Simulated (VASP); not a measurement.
CdS (nc), 4 atoms in the cell. It takes space group P6_3mc (No. 186, hexagonal). The conventional cell has a = 4.150 Å, b = 4.150 Å, c = 6.737 Å, α = 90.00°, β = 90.00°, γ = 120.00°. Around Cd (site symmetry 3m) lie 4 S at 2.53 to 2.54 Å. Around S (site symmetry 3m) lie 4 Cd at 2.53 to 2.54 Å. 

| Item | Value |
| --- | --- |
| Program | VASP 6.6.1 |
| Task | relaxation of cell and atoms |
| Functional | PBE |
| Potentials or basis | VASP PAW PBE potentials, release 64 (Cd, S) |
| Cutoff | 600 eV |
| k mesh | 9 × 9 × 4 |
| Occupations | gaussian, width 0.02 eV |
| Spin | no spin polarisation |
| Dipole correction | no |
| Further INCAR settings | ALGO = Normal; EDIFF = 1e-06; IBRION = 2; EDIFFG = -0.002; NSW = 100; ISIF = 3 |

Potentials or basis: VASP PAW PBE potentials, release 64 (Cd, S).

Run with:

```bash
$ cat potpaw_PBE.64/Cd/POTCAR potpaw_PBE.64/S/POTCAR > POTCAR
$ mpirun -np 1 vasp_std > vasp.out
```

Hardware: 1 thread of Intel(R) Xeon(R) Platinum 8259CL CPU @ 2.50GHz (Skylake/Cascade Lake), with other jobs on the host.

Question: How long does it take, and how much memory?

Answer: It took 11 min on 1 thread of Intel(R) Xeon(R) Platinum 8259CL CPU @ 2.50GHz (Skylake/Cascade Lake), with other jobs on the host, peak memory 0.31 GiB. Counts: scf iterations 122, k points 36, ion steps 32.
